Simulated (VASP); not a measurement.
Data:

```xyz
3
Lattice="2.2300 -3.8625 0.0000 2.2300 3.8625 0.0000 0.0000 0.0000 5.9300" Properties=species:S:1:pos:R:3 pbc="T T T"
Te     0.5865     1.0158     3.9533
Te     3.2870     0.0000     0.0000
Te     0.5865    -1.0158     1.9767
```

Computed with PBE GGA, VASP's PBE PAW potentials (set 64) (plane waves; VASP 6.6.1). Settings: PREC = Normal, 350 eV cut-off, 4×4×4 Γ-centred mesh, Gaussian smearing of 0.010 eV, potentials Te_GW.

Task: Which forces act on the atoms, in eV/Å?

Result: 
```csv
atom,Fx,Fy,Fz
Te1,0.144,0.250,0.000
Te2,-0.288,0.000,0.000
Te3,0.144,-0.250,0.000
```

Task: Give the stress tensor in GPa (positive for a compressed cell).

Result: 
```
1.67  0.00  0.00
0.00  1.67  0.00
0.00  0.00  2.14
```
The pressure is its mean diagonal, 1.83 GPa.

The compound is Te in the trig structure. The cell was not relaxed at this level.
